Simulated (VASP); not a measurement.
All values below come from PBEsol GGA, VASP's PBE PAW potentials (set 64) (plane waves; VASP 6.6.1).

VASP ran on this input.

**POSCAR**
```
Ni3Fe
1.0
  3.4013781526   0.0000000000   0.0000000000
  0.0000000000   3.4013781526   0.0000000000
  0.0000000000   0.0000000000   3.4013781526
Fe Ni
1 3
Cartesian
  0.0000000000   0.0000000000   0.0000000000
  0.0000000000   1.7006890763   1.7006890763
  1.7006890763   0.0000000000   1.7006890763
  1.7006890763   1.7006890763   0.0000000000
```

**INCAR**
```
# general
SYSTEM  = Ni3Fe
PREC    = Accurate
ENCUT   = 500
LREAL   = .FALSE.
LASPH   = .TRUE.

# electronic loop
EDIFF   = 1E-6
NELM    = 100
ALGO    = Normal
LMAXMIX = 4

# smearing
ISMEAR  = 1
SIGMA   = 0.1

# functional
GGA     = PS

# spin
ISPIN   = 2
MAGMOM  = 2.8 3*0.6

# ions
IBRION  = 2
NSW     = 40
ISIF    = 3
EDIFFG  = -0.02
PSTRESS = 300

# output
LWAVE   = .FALSE.
LCHARG  = .FALSE.
LORBIT  = 10
```

**KPOINTS**
```
Automatic mesh
0
Gamma
9 9 9
0 0 0
```

POTCAR, in this order: Fe Ni (PBE.64 set). Program: vasp_std.

The resulting files:

File OUTCAR:
```
 ion  position               nearest neighbor table
   1  0.000  0.000  0.000-   2 2.41   3 2.41   4 2.41   2 2.41   3 2.41   2 2.41   4 2.41   2 2.41
                             3 2.41   4 2.41   3 2.41   4 2.41
   2  0.000  0.500  0.500-   1 2.41   3 2.41   4 2.41   1 2.41   4 2.41   1 2.41   3 2.41   1 2.41
                             3 2.41   4 2.41   4 2.41   3 2.41
   3  0.500  0.000  0.500-   1 2.41   2 2.41   4 2.41   1 2.41   4 2.41   2 2.41   4 2.41   4 2.41
                             1 2.41   2 2.41   1 2.41   2 2.41
   4  0.500  0.500  0.000-   1 2.41   2 2.41   3 2.41   2 2.41   3 2.41   1 2.41   3 2.41   3 2.41
                             1 2.41   2 2.41   2 2.41   1 2.41
  LATTYP: Found a simple cubic cell.
 ALAT       =     3.4013781526
 Subroutine PRICEL returns:
 Original cell was already a primitive cell.
 Subroutine GETGRP returns: Found 48 space group operations
The static configuration has the point symmetry O_h .
The dynamic configuration has the point symmetry O_h .
The overall configuration has the point symmetry O_h .
 Subroutine INISYM returns: Found 48 space group operations
 Subroutine IBZKPT returns following result:
 Found     35 irreducible k-points:

 Following reciprocal coordinates:
            Coordinates               Weight
  0.000000  0.000000  0.000000      1.000000
  0.111111  0.000000  0.000000      6.000000
  0.222222  0.000000  0.000000      6.000000
  0.333333  0.000000  0.000000      6.000000
  0.444444  0.000000  0.000000      6.000000
  0.111111  0.111111  0.000000     12.000000
  0.222222  0.111111  0.000000     24.000000
  0.333333  0.111111  0.000000     24.000000
  0.444444  0.111111  0.000000     24.000000
  0.222222  0.222222  0.000000     12.000000
  0.333333  0.222222  0.000000     24.000000
  0.444444  0.222222  0.000000     24.000000
  0.333333  0.333333  0.000000     12.000000
  0.444444  0.333333  0.000000     24.000000
  0.444444  0.444444  0.000000     12.000000
  0.111111  0.111111  0.111111      8.000000
  0.222222  0.111111  0.111111     24.000000
  0.333333  0.111111  0.111111     24.000000
  0.444444  0.111111  0.111111     24.000000
  0.222222  0.222222  0.111111     24.000000
  0.333333  0.222222  0.111111     48.000000
  0.444444  0.222222  0.111111     48.000000
  0.333333  0.333333  0.111111     24.000000
  0.444444  0.333333  0.111111     48.000000
  0.444444  0.444444  0.111111     24.000000
  0.222222  0.222222  0.222222      8.000000
  0.333333  0.222222  0.222222     24.000000
  0.444444  0.222222  0.222222     24.000000
  0.333333  0.333333  0.222222     24.000000
  0.444444  0.333333  0.222222     48.000000
  0.444444  0.444444  0.222222     24.000000
  0.333333  0.333333  0.333333      8.000000
  0.444444  0.333333  0.333333     24.000000
  0.444444  0.444444  0.333333     24.000000
  0.444444  0.444444  0.444444      8.000000
   k-points           NKPTS =     35   k-points in BZ     NKDIM =     35   number of bands    NBANDS=     25
   number of dos      NEDOS =    301   number of ions     NIONS =      4
   total plane-waves  NPLWV =  21952
   dimension x,y,z NGX =    28 NGY =   28 NGZ =   28
   dimension x,y,z NGXF=    56 NGYF=   56 NGZF=   56
   ions per type =               1   3
   PREC   = accura    normal or accurate (medium, high low for compatibility)
   ISTART =      0    job   : 0-new  1-cont  2-samecut
   ICHARG =      2    charge: 1-file 2-atom 10-const
   ISPIN  =      2    spin polarized calculation?
   LNONCOLLINEAR =      F non collinear calculations
   LSORBIT =      F    spin-orbit coupling
   INIWAV =      1    electr: 0-lowe 1-rand  2-diag
   ENCUT  =  500.0 eV  36.75 Ry    6.06 a.u.   6.20  6.20  6.20*2*pi/ulx,y,z
   NELM   =    100;   NELMIN=  2; NELMDL= -5     # of ELM steps
   EDIFF  = 0.1E-05   stopping-criterion for ELM
   LREAL  =      F    real-space projection
...
```

**OSZICAR**
```
       N       E                     dE             d eps       ncg     rms          rms(c)
DAV:   1     0.238690314189E+03    0.23869E+03   -0.16951E+04  3628   0.213E+03
DAV:   2    -0.183518618744E+02   -0.25704E+03   -0.24844E+03  3524   0.373E+02
DAV:   3    -0.320251975070E+02   -0.13673E+02   -0.13003E+02  3587   0.120E+02
DAV:   4    -0.322350549888E+02   -0.20986E+00   -0.20903E+00  3742   0.153E+01
DAV:   5    -0.322410209911E+02   -0.59660E-02   -0.59639E-02  4923   0.216E+00    0.248E+01
DAV:   6    -0.282089983495E+02    0.40320E+01   -0.38794E+01  3558   0.956E+01    0.118E+01
DAV:   7    -0.280520049899E+02    0.15699E+00   -0.54364E+00  3828   0.527E+01    0.134E+01
DAV:   8    -0.275967077754E+02    0.45530E+00   -0.35915E+00  3747   0.421E+01    0.606E+00
DAV:   9    -0.275013350286E+02    0.95373E-01   -0.56292E-01  4024   0.162E+01    0.316E+00
DAV:  10    -0.274692606787E+02    0.32074E-01   -0.68515E-02  4560   0.598E+00    0.971E-01
DAV:  11    -0.274666585328E+02    0.26021E-02   -0.11441E-02  5267   0.135E+00    0.491E-01
DAV:  12    -0.274657934941E+02    0.86504E-03   -0.17869E-03  6098   0.742E-01    0.126E-01
DAV:  13    -0.274658212761E+02   -0.27782E-04   -0.32476E-04  3647   0.310E-01    0.637E-02
DAV:  14    -0.274658118155E+02    0.94606E-05   -0.43241E-05  5296   0.104E-01    0.152E-02
DAV:  15    -0.274658127768E+02   -0.96131E-06   -0.69631E-06  3358   0.359E-02
   1 F= -.20097375E+02 E0= -.20097745E+02  d E =-.200974E+02  mag=     4.4581
       N       E                     dE             d eps       ncg     rms          rms(c)
DAV:   1    -0.315148098934E+02   -0.40490E+01   -0.61529E+01  3516   0.110E+02    0.235E+01
DAV:   2    -0.459484006621E+02   -0.14434E+02   -0.94245E+01  4188   0.247E+02    0.462E+01
DAV:   3    -0.268482026851E+02    0.19100E+02   -0.92412E+01  4055   0.996E+01    0.964E+00
DAV:   4    -0.265469187473E+02    0.30128E+00   -0.37328E+00  4120   0.361E+01    0.730E+00
DAV:   5    -0.266473435933E+02   -0.10042E+00   -0.46078E-01  3639   0.118E+01    0.495E+00
DAV:   6    -0.267277136118E+02   -0.80370E-01   -0.15109E-01  6187   0.743E+00    0.344E+00
DAV:   7    -0.267201707097E+02    0.75429E-02   -0.74321E-02  5148   0.625E+00    0.144E+00
DAV:   8    -0.267148324584E+02    0.53383E-02   -0.92633E-02  4877   0.657E+00    0.132E+00
DAV:   9    -0.267089322423E+02    0.59002E-02   -0.19107E-02  4536   0.375E+00    0.442E-01
DAV:  10    -0.267095560539E+02   -0.62381E-03   -0.47926E-03  4993   0.829E-01    0.289E-01
DAV:  11    -0.267096476770E+02   -0.91623E-04   -0.51925E-04  3954   0.562E-01    0.128E-01
DAV:  12    -0.267096397241E+02    0.79529E-05   -0.12434E-04  5200   0.218E-01    0.533E-02
DAV:  13    -0.267096320595E+02    0.76646E-05   -0.26278E-05  4796   0.976E-02    0.182E-02
DAV:  14    -0.267096300964E+02    0.19631E-05   -0.62008E-06  3492   0.556E-02    0.679E-03
DAV:  15    -0.267096304416E+02   -0.34521E-06   -0.12790E-06  2163   0.164E-02
   2 F= -.19973817E+02 E0= -.19974235E+02  d E =0.123557E+00  mag=     4.4090
       N       E                     dE             d eps       ncg     rms          rms(c)
DAV:   1    -0.294575279042E+02   -0.27479E+01   -0.27992E+01  3509   0.813E+01    0.148E+01
DAV:   2    -0.364436765218E+02   -0.69861E+01   -0.55865E+01  3915   0.154E+02    0.409E+01
DAV:   3    -0.274462562243E+02    0.89974E+01   -0.16927E+01  4355   0.120E+02    0.830E+00
DAV:   4    -0.273252096919E+02    0.12105E+00   -0.18286E+00  3834   0.189E+01    0.368E+00
DAV:   5    -0.273109906598E+02    0.14219E-01   -0.16334E-01  3814   0.468E+00    0.188E+00
DAV:   6    -0.272903204041E+02    0.20670E-01   -0.46520E-02  4995   0.304E+00    0.727E-01
DAV:   7    -0.272900071917E+02    0.31321E-03   -0.46640E-03  4023   0.126E+00    0.325E-01
DAV:   8    -0.272901403463E+02   -0.13315E-03   -0.16535E-03  4527   0.489E-01    0.184E-01
DAV:   9    -0.272901042038E+02    0.36143E-04   -0.30874E-04  4003   0.422E-01    0.839E-02
DAV:  10    -0.272901376044E+02   -0.33401E-04   -0.13962E-04  3802   0.190E-01    0.270E-02
DAV:  11    -0.272901395750E+02   -0.19706E-05   -0.28717E-05  3713   0.111E-01    0.109E-02
DAV:  12    -0.272901396849E+02   -0.10991E-06   -0.23461E-06  2450   0.191E-02
   3 F= -.20135262E+02 E0= -.20135462E+02  d E =-.378871E-01  mag=     4.4441
```

### OUTCAR
```
------------------------ aborting loop because EDIFF is reached ----------------------------------------
  FORCE on cell =-STRESS in cart. coord.  units (eV):
  Direction    XX          YY          ZZ          XY          YZ          ZX
  --------------------------------------------------------------------------------------
  Total        7.1580169      7.1580169      7.1580169     -0.0000000     -0.0000000      0.0000000
  in kB      300.1316291    300.1316291    300.1316291     -0.0000000     -0.0000000      0.0000000
  external PRESSURE =       0.1316291 kB  Pullay stress =     300.0000000 kB
  volume of cell :       38.21
      direct lattice vectors                 reciprocal lattice vectors
     3.368194632  0.000000000  0.000000000     0.296894957 -0.000000000  0.000000000
     0.000000000  3.368194632  0.000000000    -0.000000000  0.296894957 -0.000000000
    -0.000000000  0.000000000  3.368194632    -0.000000000 -0.000000000  0.296894957
 POSITION                                       TOTAL-FORCE (eV/Angst)
 -----------------------------------------------------------------------------------
      0.00000      0.00000      0.00000         0.000000      0.000000      0.000000
     -0.00000      1.68410      1.68410         0.000000      0.000000      0.000000
      1.68410      0.00000      1.68410        -0.000000      0.000000      0.000000
      1.68410      1.68410      0.00000         0.000000      0.000000      0.000000
 -----------------------------------------------------------------------------------
    total drift:                                0.000000      0.000000      0.000000
  FREE ENERGIE OF THE ION-ELECTRON SYSTEM (eV)
  ---------------------------------------------------
  free  energy   TOTEN  =       -27.2901396849 eV

  energy  without entropy=      -27.2907390314  energy(sigma->0) =      -27.29033947
  enthalpy is  TOTEN    =       -20.1352620558 eV   P V=        7.1548776291

 total charge

# of ion       s       p       d       tot
------------------------------------------
    1        0.543   0.643   6.266   7.452
    2        0.579   0.667   8.413   9.658
    3        0.579   0.667   8.413   9.658
    4        0.579   0.667   8.413   9.658
--------------------------------------------------
tot          2.279   2.645  31.503  36.427

 magnetization (x)

# of ion       s       p       d       tot
------------------------------------------
    1        0.008   0.002   2.676   2.685
    2       -0.015  -0.043   0.628   0.570
    3       -0.015  -0.043   0.628   0.570
    4       -0.015  -0.043   0.628   0.570
--------------------------------------------------
tot         -0.037  -0.127   4.559   4.395

 reached required accuracy - stopping structural energy minimisation
```
(Selected blocks of OUTCAR.)

CONTCAR:
```
Ni3Fe
   1.00000000000000
     3.3681946317931368    0.0000000000000000    0.0000000000000000
     0.0000000000000000    3.3681946317931368    0.0000000000000000
    -0.0000000000000000    0.0000000000000000    3.3681946317931368
  Fe              Ni
     1     3
Direct
     0.0000000000000000    0.0000000000000000    0.0000000000000000
     0.0000000000000000    0.5000000000000000    0.5000000000000000
     0.5000000000000000    0.0000000000000000    0.5000000000000000
     0.5000000000000000    0.5000000000000000    0.0000000000000000
```

Energy and stress use the plane-wave basis of the starting cell.

The compound is Ni3Fe in the L1_2 structure. This run relaxes it under an external pressure of 30 GPa. Symmetry was kept, so distortions that lower it aren't found.
